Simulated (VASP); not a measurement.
OSZICAR of a VASP run on LuAu$_{2}$ (space group I4/mmm):

**OSZICAR**
```
       N       E                     dE             d eps       ncg     rms          rms(c)
DAV:   1     0.121927127164E+03    0.12193E+03   -0.10849E+04   368   0.124E+03
DAV:   2    -0.114039873238E+02   -0.13333E+03   -0.12693E+03   400   0.442E+02
DAV:   3    -0.168528836636E+02   -0.54489E+01   -0.53228E+01   360   0.772E+01
DAV:   4    -0.169400264719E+02   -0.87143E-01   -0.86138E-01   378   0.663E+00
DAV:   5    -0.169410798095E+02   -0.10533E-02   -0.10513E-02   328   0.701E-01    0.313E+01
DAV:   6    -0.153545080586E+02    0.15866E+01   -0.10082E+01   370   0.305E+01    0.134E+01
DAV:   7    -0.152669726483E+02    0.87535E-01   -0.50069E-01   384   0.819E+00    0.690E+00
DAV:   8    -0.152499362437E+02    0.17036E-01   -0.51279E-02   365   0.292E+00    0.106E+00
DAV:   9    -0.152488473281E+02    0.10889E-02   -0.34247E-03   376   0.596E-01    0.325E-01
DAV:  10    -0.152485272147E+02    0.32011E-03   -0.15950E-03   357   0.565E-01    0.236E-02
DAV:  11    -0.152485339530E+02   -0.67382E-05   -0.50258E-05   338   0.597E-02    0.331E-02
DAV:  12    -0.152485323932E+02    0.15598E-05   -0.11779E-05   365   0.531E-02    0.128E-02
DAV:  13    -0.152485324806E+02   -0.87371E-07   -0.31998E-07   150   0.947E-03
   1 F= -.15248532E+02 E0= -.15223651E+02  d E =-.497622E-01
```

### Question
Which electronic solver shows in the log?

### Answer
It is blocked Davidson (ALGO = Normal, or the opening steps of other solvers). The INCAR had ALGO = Normal.

### Question
Can the final energy be trusted as converged?

### Answer
The calculation finished and met its thresholds. It stopped with EDIFF = 1E-6, NELM = 100 (PBEsol GGA, plane waves, VASP's PBE PAW potentials (set 64)).

The structure comes from a computed database's LuAu2 entry (I4/mmm); how it stands against other phases isn't given here. The cell was not relaxed at this level. The k-mesh is coarse (spacing up to 0.81 per Å, 2π included), so the numbers may not be converged in it. The run is one of a series of settings (KPOINTS 3×3×3 Γ-centred mesh against the base run), some of them coarse on purpose. The electron count is odd and the run is not spin-polarised, which forces a metal.
